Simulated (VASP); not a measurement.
Level of theory: PBEsol GGA, VASP's PBE PAW potentials (set 64) (plane waves; VASP 6.6.1).

Input for VASP

**KPOINTS**
```
k-points along high-symmetry lines
12
Line-mode
Reciprocal
  0.000000   0.000000   0.000000 ! GAMMA
  0.500000   0.500000   0.500000 ! T

  0.500000   0.500000   0.500000 ! T
  0.811565   0.188435   0.500000 ! H_2

  0.500000  -0.188435   0.188435 ! H_0
  0.500000   0.000000   0.000000 ! L

  0.500000   0.000000   0.000000 ! L
  0.000000   0.000000   0.000000 ! GAMMA

  0.000000   0.000000   0.000000 ! GAMMA
  0.344218  -0.344218   0.000000 ! S_0

  0.655782   0.000000   0.344218 ! S_2
  0.500000   0.000000   0.500000 ! F

  0.500000   0.000000   0.500000 ! F
  0.000000   0.000000   0.000000 ! GAMMA
```

INCAR:
```
SYSTEM = AlRu
PREC = Accurate
ENCUT = 400
EDIFF = 1E-7
NELM = 100
ALGO = Normal
LREAL = .FALSE.
LASPH = .TRUE.
ISMEAR = 0
SIGMA = 0.05
GGA = PS
LMAXMIX = 4
LWAVE = .FALSE.
LCHARG = .FALSE.
LORBIT = 11
ICHARG = 11
```

POSCAR:
```
AlRu
1
    1.4224550051     0.8212548189     3.9251525670
   -1.4224550051     0.8212548189     3.9251525670
   -0.0000000000    -1.6425096380     3.9251525670
Al Ru
1 1
Direct
  0.0000000000   1.0000000000   0.0000000000
  0.5000000000   0.5000000000   0.5000000000
```

POTCAR, in this order: Al Ru_pv (PBE.64 set). Program: vasp_std. Read from the step before: CHGCAR.

Output of the run:

**OSZICAR**
```
       N       E                     dE             d eps       ncg     rms          rms(c)
DAV:   1     0.793742918867E+02    0.79374E+02   -0.87594E+03  2344   0.105E+03
DAV:   2    -0.142965183739E+02   -0.93671E+02   -0.89910E+02  2116   0.292E+02
DAV:   3    -0.156417117744E+02   -0.13452E+01   -0.13250E+01  2460   0.371E+01
DAV:   4    -0.156559058301E+02   -0.14194E-01   -0.14189E-01  2676   0.372E+00
DAV:   5    -0.156561511635E+02   -0.24533E-03   -0.24532E-03  2504   0.387E-01
DAV:   6    -0.156561617502E+02   -0.10587E-04   -0.10583E-04  2836   0.553E-02
DAV:   7    -0.156561617956E+02   -0.45432E-07   -0.46228E-07  2168   0.418E-03
   1 F= -.15656162E+02 E0= -.15654273E+02  d E =-.377760E-02
```

File OUTCAR:
```
 val. band max:       10.5447532476   @ k =   0.1818   0.1818   0.1818

 cond. band min:      10.5706196322   @ k =   0.7549   0.2451   0.5000



 k-point     1 :       0.0000    0.0000    0.0000
  band No.  band energies     occupation
      1     -31.3413      2.00000
      2     -31.3285      2.00000
      3     -31.3285      2.00000
      4       0.5223      2.00000
      5       6.3450      2.00000
      6       8.8576      2.00000
      7       8.8576      2.00000
      8      10.2974      2.00000
      9      10.4894      1.95392
     10      10.4894      1.95392
     11      17.0439      0.00000
     12      22.2563      0.00000

 k-point     2 :       0.0455    0.0455    0.0455
  band No.  band energies     occupation
      1     -31.3416      2.00000
      2     -31.3285      2.00000
      3     -31.3285      2.00000
      4       0.5461      2.00000
      5       6.3255      2.00000
      6       8.8573      2.00000
      7       8.8573      2.00000
      8      10.2343      2.00000
      9      10.4931      1.94096
     10      10.4931      1.94096
     11      17.1184      0.00000
     12      22.2607      0.00000

 k-point     3 :       0.0909    0.0909    0.0909
  band No.  band energies     occupation
      1     -31.3422      2.00000
      2     -31.3286      2.00000
      3     -31.3286      2.00000
      4       0.6174      2.00000
      5       6.2658      2.00000
      6       8.8563      2.00000
      7       8.8563      2.00000
      8      10.0583      2.00000
      9      10.5042      1.88482
     10      10.5042      1.88482
     11      17.3292      0.00000
     12      22.2614      0.00000

 k-point     4 :       0.1364    0.1364    0.1364
  band No.  band energies     occupation
      1     -31.3436      2.00000
      2     -31.3287      2.00000
      3     -31.3287      2.00000
      4       0.7348      2.00000
      5       6.1622      2.00000
      6       8.8548      2.00000
      7       8.8548      2.00000
...
```

The density is held fixed in this step, so its total energy and stress have no physical meaning.

The structure was generated: AlRu was put into the CuPt type (R-3m), which need not be its known phase. It was relaxed first, which changed the volume by +7 %. The electron count is odd and the run is not spin-polarised, which forces a metal.
